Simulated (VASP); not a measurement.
Level of theory: r2SCAN meta-GGA, VASP's PBE PAW potentials (set 64) (plane waves; VASP 6.6.1).

VASP input:

File POSCAR:
```
SiGe
1
    3.9003054221     0.0000000000     0.0000000000
   -1.9501527111     3.3777636899     0.0000000000
   -0.0000000000     0.0000000000     6.4318608652
Si Ge
2 2
Direct
  0.6666670000   0.3333330000   0.8746014851
  0.3333330000   0.6666670000   0.3746014851
  0.6666670000   0.3333330000   0.5003985149
  0.3333330000   0.6666670000   0.0003985149
```

**INCAR**
```
# general
SYSTEM   =  SiGe
PREC     =  Accurate
ENCUT    =  400
LREAL    =  F
LASPH    =  T   # aspherical one-centre terms

# electronic loop
EDIFF    =  1E-6   # SCF stop (eV)
NELM     =  100
ALGO     =  Normal
LMAXMIX  =  4   # l cut-off of mixed one-centre charges
LMIXTAU  =  T

# smearing
ISMEAR   =  0
SIGMA    =  0.05   # width (eV)

# functional
METAGGA  =  R2SCAN

# ions
IBRION   =  2
NSW      =  60
ISIF     =  3
EDIFFG   =  -0.02   # ionic stop

# output
LWAVE    =  F
LCHARG   =  F
```

**KPOINTS**
```
K-points
0
Gamma
6 6 3
```

POTCAR, in this order: Si Ge_d (PBE.64 set). Program: vasp_std.

Question: What will the output report for the number of irreducible k-points (NKPTS), number of bands (NBANDS), largest plane-wave count, number of space-group operations, FFT grid (NGX, NGY, NGZ)?

Answer: 
```
Item                                           Value
--------------------------------------  ------------
number of irreducible k-points (NKPTS)            14
number of bands (NBANDS)                          22
largest plane-wave count                        1566
number of space-group operations                  12
FFT grid (NGX, NGY, NGZ)                28 × 28 × 42
```

The structure comes from a computed database's SiGe entry (P6_3mc); how it stands against other phases isn't given here. This run relaxes it. Symmetry was kept, so distortions that lower it aren't found. The start is the result of an earlier pass.
